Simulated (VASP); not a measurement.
These are LDA (Ceperley-Alder, Perdew-Zunger), VASP's LDA PAW potentials (set 64) (plane waves; VASP) values and carry that method's errors.

VASP ran on this input.

INCAR:
```
ENCUT  =  400
SIGMA  =  0.1   # width (eV)
LREAL  =  .FALSE.   # projection in real space or not
EDIFF  =  1E-6   # SCF stop (eV)
LASPH  =  .TRUE.   # aspherical one-centre terms
PREC  =  Accurate
LORBIT  =  11   # lm-projected
MAGMOM  =  1.0 2*0.0
ALGO  =  Normal   # blocked Davidson
ISPIN  =  2
LMAXMIX  =  6
NELM  =  100
ISIF  =  2   # forces and stress, cell fixed
SYSTEM  =  CeO2
LCHARG  =  .FALSE.
ISMEAR  =  0
LWAVE  =  .FALSE.
```

File POSCAR:
```
CeO2
1
    1.5300000000     0.8833460000     5.9239330000
   -1.5300000000     0.8833460000     5.9239330000
    0.0000000000    -1.7666920000     5.9239330000
Ce O
1 2
Direct
  0.0000000000   0.0000000000   0.0000000000
  0.7523000000   0.7523000000   0.7523000000
  0.5810000000   0.5810000000   0.5810000000
```

**KPOINTS**
```
Regular mesh
0
G
  6 6 6
```

POTCAR, in this order: Ce O (LDA.64 set). Program: vasp_std.

At this cut-off the stress carries a Pulay error, which pulls relaxed volumes low. The moments were started parallel, and other spin orders were not tried in this run.

Question: Predict the energy per atom (σ→0), cell moment, pressure, largest force.

Answer: 
```
Item                           Result
---------------------  --------------
energy per atom (σ→0)  -8.043 eV/atom
cell moment                   0.00 μB
pressure                    -8.20 GPa
largest force              4.010 eV/Å
```

File OSZICAR:
```
...
DAV:  49    -0.241290699169E+02    0.77328E-06   -0.12823E-04  3488   0.766E-02    0.525E-01
DAV:  50    -0.241290671749E+02    0.27419E-05   -0.63359E-05  3360   0.617E-02    0.275E-01
DAV:  51    -0.241290744096E+02   -0.72347E-05   -0.36717E-05  2846   0.333E-02    0.509E-01
DAV:  52    -0.241290685476E+02    0.58620E-05   -0.19000E-05  3256   0.314E-02    0.985E-02
DAV:  53    -0.241290682652E+02    0.28245E-06   -0.42756E-05  3413   0.428E-02    0.402E-01
DAV:  54    -0.241290663967E+02    0.18684E-05   -0.14016E-05  2916   0.310E-02    0.242E-02
DAV:  55    -0.241290665387E+02   -0.14193E-06   -0.16625E-06  1548   0.987E-03
   1 F= -.24129067E+02 E0= -.24128994E+02  d E =-.145645E-03  mag=     0.0000
```

The structure was generated: CeO2 was put into an ordered model structure, which need not be its known phase. The cell was not relaxed at this level. The run is one of a series of settings (GGA removed, POTCAR Ce O (LDA.64 set) against the base run), some of them coarse on purpose.
